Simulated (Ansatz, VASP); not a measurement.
# BaTiO3 in two plane-wave programs

One calculation is typed for both programs; each brings its own data sets and cutoff. How far apart do they land?

Method: plane waves, with VASP 6.6.1 beside it; band structure at LDA, in Ansatz 0.2.0.

The database entry behind the starting cell differs from later determinations by our own check (c/a about 0.6 % short), so it need not match the best structure at ambient conditions.

### 1. Starting point

The structure is tetragonal, space group P4mm (No. 99). Conventional cell: a = 4.000 Å, b = 4.000 Å, c = 4.018 Å, α = 90.00°, β = 90.00°, γ = 90.00°. Nearest to Ba lie 12 O at 2.79 to 2.88 Å. Ti has 6 O at 1.84 to 2.17 Å nearest. O has 2 Ti at 2.00 Å and 4 Ba at 2.79 to 2.88 Å nearest. Nearest to O lie 2 Ti at 1.84 to 2.17 Å and 4 Ba at 2.83 Å. Farther neighbours and most contacts between anions are not listed.

Structure file:

```cif
data_structure
_symmetry_space_group_name_H-M 'P4mm'
_symmetry_Int_Tables_number 99
_cell_length_a 3.9998
_cell_length_b 3.9998
_cell_length_c 4.0180
_cell_angle_alpha 90.000
_cell_angle_beta 90.000
_cell_angle_gamma 90.000
_cell_volume 64.28
loop_
_atom_site_label
_atom_site_type_symbol
_atom_site_symmetry_multiplicity
_atom_site_Wyckoff_symbol
_atom_site_fract_x
_atom_site_fract_y
_atom_site_fract_z
_atom_site_occupancy
Ba1 Ba 1 a 0.00000 0.00000 0.99993 1
Ti1 Ti 1 b 0.50000 0.50000 0.48528 1
O1 O 2 c 0.00000 0.50000 0.51570 1
O2 O 1 b 0.50000 0.50000 0.02640 1
```

### 2. VASP: band structure, LDA

Levels along a path test the potential and the projectors away from the mesh points.

Lines of VASP's logs that name or quote its potential files are left out, and so is its time.

Contents of INCAR:

```
SYSTEM = BaTiO3
PREC = Accurate
ENCUT = 440
EDIFF = 1E-08
NELM = 100
ISMEAR = 0
SIGMA = 0.01
LREAL = .FALSE.
ALGO = Normal
GGA = CA
NBANDS = 26
LORBIT = 11
LWAVE = .TRUE.
LCHARG = .FALSE.
KPAR = 4
```

Contents of POSCAR:

```
BaTiO3
1.0
    3.9998000000      0.0000000000      0.0000000000
    0.0000000000      3.9998000000      0.0000000000
    0.0000000000      0.0000000000      4.0180000000
Ba Ti O
1 1 3
Direct
    0.0000000000      0.0000000000      0.9999260613
    0.5000000000      0.5000000000      0.4852818937
    0.0000000000      0.5000000000      0.5156951533
    0.5000000000      0.0000000000      0.5156951533
    0.5000000000      0.5000000000      0.0264017385
```

Contents of KPOINTS:

```
Automatic mesh
0
Gamma
4 4 4
0 0 0
```

Contents of KPOINTS_OPT:

```
Line mode
12
Line-mode
Reciprocal
  0.00000000   0.00000000   0.00000000 GAMMA
  0.00000000   0.50000000   0.00000000 X

  0.00000000   0.50000000   0.00000000 X
  0.50000000   0.50000000   0.00000000 M

  0.50000000   0.50000000   0.00000000 M
  0.00000000   0.00000000   0.00000000 GAMMA

  0.00000000   0.00000000   0.00000000 GAMMA
  0.00000000   0.00000000   0.50000000 Z

  0.00000000   0.00000000   0.50000000 Z
  0.00000000   0.50000000   0.50000000 R

  0.00000000   0.50000000   0.50000000 R
  0.50000000   0.50000000   0.50000000 A

  0.50000000   0.50000000   0.50000000 A
  0.00000000   0.00000000   0.50000000 Z

  0.00000000   0.50000000   0.00000000 X
  0.00000000   0.50000000   0.50000000 R

  0.50000000   0.50000000   0.00000000 M
  0.50000000   0.50000000   0.50000000 A
```

The projector-augmented-wave data sets are Ba_sv_GW, Ti_sv_GW and O_GW (LDA family, release 64).

Launch:

```sh
mpirun -np 4 vasp_std
```

Numbers of over 12 decimals in the logs are rounded to 6 here.

Log:

```text
[banner, memory and clock lines left out]
running    4 mpi-ranks, on    1 nodes
 distrk:  each k-point on    1 cores,    4 groups
 distr:  one band on    1 cores,    1 groups

 POSCAR found type information on POSCAR BaTiO
 POSCAR found :  3 types and       5 ions
 LDA part: xc-table for (Slater(with rela. corr.)+CA(PZ))
 , standard interpolation
 POSCAR, INCAR and KPOINTS ok, starting setup
 FFT: planning ... GRIDC
 FFT: planning ... GRID_SOFT
 FFT: planning ... GRID
 WAVECAR not read
 entering main loop
       N       E                     dE             d eps       ncg     rms          rms(c)
DAV:   1     0.651064348875E+03    0.65106E+03   -0.16655E+04   944   0.147E+03
DAV:   2     0.657565708757E+02   -0.58531E+03   -0.56299E+03  1612   0.694E+02
DAV:   3    -0.568237193236E+02   -0.12258E+03   -0.11634E+03  1560   0.288E+02
DAV:   4    -0.633425501277E+02   -0.65188E+01   -0.64760E+01  1472   0.667E+01
DAV:   5    -0.637404243943E+02   -0.39787E+00   -0.39594E+00  1616   0.207E+01    0.256E+01
DAV:   6    -0.501610167431E+02    0.13579E+02   -0.83085E+01  1768   0.959E+01    0.142E+01
DAV:   7    -0.497639689630E+02    0.39705E+00   -0.11163E+01  1728   0.437E+01    0.207E+01
DAV:   8    -0.499563781214E+02   -0.19241E+00   -0.37583E-01  1704   0.613E+00    0.234E+01
DAV:   9    -0.496550693093E+02    0.30131E+00   -0.33830E-01  1712   0.710E+00    0.119E+01
DAV:  10    -0.494721961135E+02    0.18287E+00   -0.55796E-01  1608   0.936E+00    0.543E+00
DAV:  11    -0.494743663234E+02   -0.21702E-02   -0.20820E-02  1600   0.164E+00    0.608E+00
DAV:  12    -0.494726069269E+02    0.17594E-02   -0.61772E-03  1688   0.785E-01    0.503E+00
DAV:  13    -0.494697562115E+02    0.28507E-02   -0.23548E-02  1720   0.208E+00    0.533E+00
DAV:  14    -0.494693432752E+02    0.41294E-03   -0.12555E-03  1608   0.479E-01    0.473E+00
DAV:  15    -0.494693048120E+02    0.38463E-04   -0.94476E-05  1552   0.105E-01    0.433E+00
DAV:  16    -0.494691885319E+02    0.11628E-03   -0.16987E-04  1528   0.143E-01    0.328E+00
DAV:  17    -0.494690802268E+02    0.10831E-03   -0.15955E-04  1504   0.165E-01    0.213E+00
DAV:  18    -0.494690438716E+02    0.36355E-04   -0.32518E-05  1552   0.669E-02    0.142E+00
DAV:  19    -0.494690127984E+02    0.31073E-04   -0.50471E-05  1672   0.827E-02    0.782E-01
DAV:  20    -0.494690064999E+02    0.62986E-05   -0.85478E-06  1440   0.297E-02    0.326E-01
DAV:  21    -0.494690053887E+02    0.11112E-05   -0.30347E-06  1608   0.163E-02    0.139E-01
DAV:  22    -0.494690051702E+02    0.21846E-06   -0.45064E-07  1488   0.718E-03    0.298E-02
DAV:  23    -0.494690051694E+02    0.78080E-09   -0.94305E-08  1576   0.340E-03
   1 F= -.49469005E+02 E0= -.49469005E+02  d E =0.000000E+00
 Start KPOINTS_OPT (optional k-point list driver)
k-point batch [1-18\108]
       N       E                     dE             ncg
DAV:   1     0.638611934865E+04   -0.46436E+04      936
DAV:   2    -0.381439557163E+04   -0.10201E+05     1532
DAV:   3    -0.593910921629E+04   -0.21247E+04     1574
DAV:   4    -0.611262219895E+04   -0.17351E+03     1560
DAV:   5    -0.612352246942E+04   -0.10900E+02     1640
DAV:   6    -0.612413610619E+04   -0.61364E+00     1696
DAV:   7    -0.612416705984E+04   -0.30954E-01     1560
DAV:   8    -0.612416882059E+04   -0.17607E-02     1704
DAV:   9    -0.612416894508E+04   -0.12449E-03     1536
DAV:  10    -0.612416895233E+04   -0.72435E-05     1616
DAV:  11    -0.612416895285E+04   -0.52039E-06     1216
DAV:  12    -0.612416895288E+04   -0.30035E-07      992
DAV:  13    -0.612416895288E+04   -0.30386E-08      976
[...]
k-point batch [91-108\108]
       N       E                     dE             ncg
DAV:   1     0.588621207153E+04   -0.17125E+05      944
DAV:   2    -0.416967306316E+04   -0.10056E+05     1588
DAV:   3    -0.614414404722E+04   -0.19745E+04     1578
DAV:   4    -0.626723545122E+04   -0.12309E+03     1616
DAV:   5    -0.627087389878E+04   -0.36384E+01     1600
DAV:   6    -0.627102279143E+04   -0.14889E+00     1656
DAV:   7    -0.627103000115E+04   -0.72097E-02     1576
DAV:   8    -0.627103036010E+04   -0.35895E-03     1648
DAV:   9    -0.627103037420E+04   -0.14101E-04     1536
DAV:  10    -0.627103037510E+04   -0.90720E-06     1552
DAV:  11    -0.627103037514E+04   -0.38889E-07     1096
DAV:  12    -0.627103037514E+04   -0.40927E-09      960
 writing wavefunctions
```

Parts of OUTCAR (step 2):

```text
ion  position               nearest neighbor table
   1  0.000  0.000  1.000-
   2  0.500  0.500  0.485-   5 1.84   4 2.00   3 2.00   4 2.00   3 2.00   5 2.17
   3  0.000  0.500  0.516-   2 2.00   2 2.00
   4  0.500  0.000  0.516-   2 2.00   2 2.00
   5  0.500  0.500  0.026-   2 1.84   2 2.17

  LATTYP: Found a simple tetragonal cell.
 ALAT       =     3.9998000000
 C/A-ratio  =     1.0045502275

 Subroutine GETGRP returns: Found  8 space group operations
 (whereof  8 operations were pure point group operations)

The static configuration has the point symmetry C_4v.

 Found     18 irreducible k-points:

   k-points           NKPTS =     18   k-points in BZ     NKDIM =     18   number of bands    NBANDS=     26

   dimension x,y,z NGX =    28 NGY =   28 NGZ =   28
   dimension x,y,z NGXF=    56 NGYF=   56 NGZF=   56

   ENCUT  =  440.0 eV  32.34 Ry    5.69 a.u.   6.84  6.84  6.87*2*pi/ulx,y,z

   NELECT =      40.0000    total number of electrons

 k-points in reciprocal lattice and weights: Automatic mesh
   0.00000000  0.00000000  0.00000000       0.016
   0.25000000  0.00000000  0.00000000       0.062
   0.50000000  0.00000000  0.00000000       0.031
   0.25000000  0.25000000  0.00000000       0.062
   0.50000000  0.25000000  0.00000000       0.062
   0.50000000  0.50000000  0.00000000       0.016
   0.00000000  0.00000000  0.25000000       0.031
   0.25000000  0.00000000  0.25000000       0.125
   0.50000000  0.00000000  0.25000000       0.062
[...]
0.50000000  0.25000000  0.50000000       0.062
   0.50000000  0.50000000  0.50000000       0.016

 average (electrostatic) potential at core
       1 -69.0233       2 -97.0656       3 -69.3073       4 -69.3073       5 -69.5313

 E-fermi :   5.2809

 k-point     1 :       0.0000    0.0000    0.0000
  band No.  band energies     occupation
    ...
     16       3.6873      2.00000
     17       3.8948      2.00000
     18       4.7117      2.00000
     19       4.7552      2.00000
     20       4.7552      2.00000
     21       6.8379      0.00000
     22       7.1809      0.00000
     23       7.1809      0.00000
     24       9.1778      0.00000
     25       9.3674      0.00000
    ...

 k-point     2 :       0.2500    0.0000    0.0000
  band No.  band energies     occupation
    ...
     16       3.3597      2.00000
     17       3.5445      2.00000
     18       3.8478      2.00000
     19       4.3264      2.00000
     20       4.4706      2.00000
     21       7.2217      0.00000
     22       7.8121      0.00000
     23       7.8546      0.00000
     24       9.3134      0.00000
     25      10.3645      0.00000
    ...

 k-point     3 :       0.5000    0.0000    0.0000
  band No.  band energies     occupation
    ...
     16       3.1414      2.00000
     17       3.2385      2.00000
     18       3.4055      2.00000
     19       4.0273      2.00000
     20       4.1759      2.00000
     21       7.2784      0.00000
     22       8.5927      0.00000
     23       8.6570      0.00000
     24       9.2918      0.00000
     25      11.0050      0.00000
    ...

  Total       -4.4965835     -4.4965835     -3.4128395      0.0000000     -0.0000000      0.0000000
  in kB     -112.0744882   -112.0744882    -85.0628569      0.0000000     -0.0000000      0.0000000
  external PRESSURE =    -103.0706111 kB  Pullay stress =       0.0000000 kB

  energy-cutoff  :      440.00
  volume of cell :       64.28
      direct lattice vectors                 reciprocal lattice vectors
     3.999800000  0.000000000  0.000000000     0.250012501  0.000000000  0.000000000
     0.000000000  3.999800000  0.000000000     0.000000000  0.250012501  0.000000000
     0.000000000  0.000000000  4.018000000     0.000000000  0.000000000  0.248880040

 POSITION                                       TOTAL-FORCE (eV/Angst)
 -----------------------------------------------------------------------------------
      0.00000      0.00000      4.01770         0.000000      0.000000     -0.035535
      1.99990      1.99990      1.94986         0.000000     -0.000000     -0.125325
      0.00000      1.99990      2.07206         0.000000      0.000000      0.032496
      1.99990      0.00000      2.07206         0.000000      0.000000      0.032496
      1.99990      1.99990      0.10608         0.000000     -0.000000      0.095868
 -----------------------------------------------------------------------------------
    total drift:                                0.000000      0.000000      0.000890

  FREE ENERGIE OF THE ION-ELECTRON SYSTEM (eV)
  ---------------------------------------------------
  free  energy   TOTEN  =       -49.4690051694 eV

  energy  without entropy=      -49.4690051694  energy(sigma->0) =      -49.46900517

 total charge
# of ion       s       p       d       f       tot
--------------------------------------------------
    1        2.466   5.715   0.315   0.078   8.575
    2        2.219   6.124   1.451   0.038   9.832
    3        1.534   3.407   0.000   0.000   4.941
    4        1.534   3.407   0.000   0.000   4.941
    5        1.540   3.411   0.000   0.000   4.952
--------------------------------------------------
tot          9.294  22.064   1.766   0.116  33.240

[... 3 further parts left out ...]
```

This run has no spin polarisation, although Ti can carry a moment.

(Part 1 of 2 ends here.)

[Lines on the potential files, build, host, timing and source positions are cut from VASP's logs without a mark.]

[Logs are printed without paths, hosts, clocks, repeated set-up lines and the standing remarks that a program may print on its own settings, such as how far it seeks lower states.]

[Hosts, paths, dates, database ids (printed as entryN), source tags and the programs' standing remarks are cut or masked in the printed files.]
